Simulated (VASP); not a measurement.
Output of a VASP run:

OSZICAR:
```
       N       E                     dE             d eps       ncg     rms          rms(c)
DAV:   1     0.128837753382E+02    0.12884E+02   -0.41009E+03   896   0.891E+02
DAV:   2    -0.133389434704E+02   -0.26223E+02   -0.25749E+02  1376   0.110E+02
DAV:   3    -0.136959320883E+02   -0.35699E+00   -0.35699E+00  1024   0.173E+01
DAV:   4    -0.136964963540E+02   -0.56427E-03   -0.56427E-03  1336   0.732E-01
DAV:   5    -0.136964965997E+02   -0.24570E-06   -0.24570E-06  1040   0.991E-03    0.518E+00
DAV:   6    -0.130263695076E+02    0.67013E+00   -0.20585E+00   920   0.740E+00    0.249E+00
DAV:   7    -0.129403376036E+02    0.86032E-01   -0.23102E-01  1264   0.292E+00    0.874E-01
DAV:   8    -0.129267320095E+02    0.13606E-01   -0.27438E-02  1032   0.105E+00    0.120E-01
DAV:   9    -0.129267424375E+02   -0.10428E-04   -0.57744E-04  1224   0.199E-01    0.642E-02
DAV:  10    -0.129267474600E+02   -0.50225E-05   -0.10905E-04   976   0.682E-02    0.162E-02
DAV:  11    -0.129267485782E+02   -0.11183E-05   -0.15119E-06  1328   0.128E-02    0.141E-02
DAV:  12    -0.129267483978E+02    0.18044E-06   -0.94864E-07   960   0.509E-03    0.151E-03
DAV:  13    -0.129267483978E+02   -0.37971E-10   -0.21369E-08   456   0.152E-03
   1 F= -.12926748E+02 E0= -.12926748E+02  d E =0.000000E+00
```

**OUTCAR**
```
------------------------ aborting loop because EDIFF is reached ----------------------------------------
  FORCE on cell =-STRESS in cart. coord.  units (eV):
  Direction    XX          YY          ZZ          XY          YZ          ZX
  --------------------------------------------------------------------------------------
  Total       -0.0008480     -0.0008480     -0.0008480     -0.0000000     -0.0000000     -0.0000000
  in kB       -0.0509556     -0.0509556     -0.0509556     -0.0000000     -0.0000000     -0.0000000
  external PRESSURE =      -0.0509556 kB  Pullay stress =       0.0000000 kB
  volume of cell :       26.66
      direct lattice vectors                 reciprocal lattice vectors
     0.000000000  2.371172994  2.371172994    -0.210866099  0.210866099  0.210866099
     2.371172994  0.000000000  2.371172994     0.210866099 -0.210866099  0.210866099
     2.371172994  2.371172994  0.000000000     0.210866099  0.210866099 -0.210866099
  FREE ENERGIE OF THE ION-ELECTRON SYSTEM (eV)
  ---------------------------------------------------
  free  energy   TOTEN  =       -12.9267483978 eV

  energy  without entropy=      -12.9267483978  energy(sigma->0) =      -12.92674840

 total charge

# of ion       s       p       d       tot
------------------------------------------
    1        0.654   1.205   0.000   1.859
    2        1.178   1.692   0.091   2.961
--------------------------------------------------
tot          1.832   2.897   0.091   4.820
```
(Selected blocks of OUTCAR.)

**POSCAR**
```
BAs
1
    0.0000000000     2.3711729937     2.3711729937
    2.3711729937     0.0000000000     2.3711729937
    2.3711729937     2.3711729937     0.0000000000
B As
1 1
Direct
  0.0000000000   0.0000000000   0.0000000000
  0.2500000000   0.2500000000   0.2500000000
```

**Question.** Reconstruct the remaining input files.

**Answer.** This is not unique; one that fits is the input of the run itself, LDA (Ceperley-Alder, Perdew-Zunger), plane waves, VASP's LDA PAW potentials (set 64).

File KPOINTS:
```
Automatic mesh
0
Gamma
11 11 11
0 0 0
```

### INCAR
```
ALGO = Normal
EDIFF = 1E-7
ENCUT = 520
ISIF = 2
ISMEAR = -5
LASPH = .TRUE.
LCHARG = .TRUE.
LMAXMIX = 4
LORBIT = 11
LREAL = .FALSE.
LWAVE = .FALSE.
NEDOS = 601
NELM = 100
PREC = Accurate
SYSTEM = BAs
```

POTCAR, in this order: B As (LDA.64 set). Program: vasp_std.

The compound is BAs in the zinc blende structure. It was relaxed first.
